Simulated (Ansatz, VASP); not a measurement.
# TaWC2: VASP beside Ansatz

```
W Ta C
1.0
     1.55061    0.89525    5.03267
    -1.55061    0.89525    5.03267
     0.00000   -1.79049    5.03267
W Ta C
1 1 2
Direct
  0.00000 0.00000 0.00000
  0.50000 0.50000 0.50000
  0.25093 0.25093 0.25093
  0.74907 0.74907 0.74907
```

Change from the starting cell: volume scaled by 0.96.

Alike in both runs: task single point; functional PBEsol; k mesh 10 × 10 × 10; occupations fermi-dirac, width 0.05 eV; no spin polarisation.

```csv
,VASP,Ansatz
version,VASP 6.6.1,Ansatz 0.2.0
potentials or method,"VASP PAW PBE potentials, release 64 (W_sv, Ta_pv, C)",Ansatz PAW
plane-wave cutoff (eV),520,420
valence electrons in the cell,33,35
```

Ansatz gave:

- gap on the k mesh at the Fermi level (eV): none
- pressure (GPa): 3.5
- largest component of the traceless stress (GPa): 0.05
- rms of the force components (eV/Å): 0.037

Problem. Which values does VASP return?

Solution. gap on the k mesh at the Fermi level (eV): none; pressure (GPa): 4.5; largest component of the traceless stress (GPa): 0.08; rms of the force components (eV/Å): 0.041.

Atom by atom the forces differ by 0.004 eV/Å (rms over components). A gap of «none» marks a metal or a gap that the smearing closes. The functional is the same, so the differences come from potentials, cutoffs and numerics. The two sets of potentials don't hold the same shells in valence.

Caveats: the PAW data sets were made with another functional, which shifts forces and pressure a little (VASP); the pressure holds a Pulay correction of +0.3 GPa for the finite cutoff (Ansatz); the PAW data sets come from PBE, with cores solved anew for the run's functional, which leaves a small shift of forces and pressure (Ansatz). Spin-orbit coupling is left out, which matters for the levels of Ta, W.
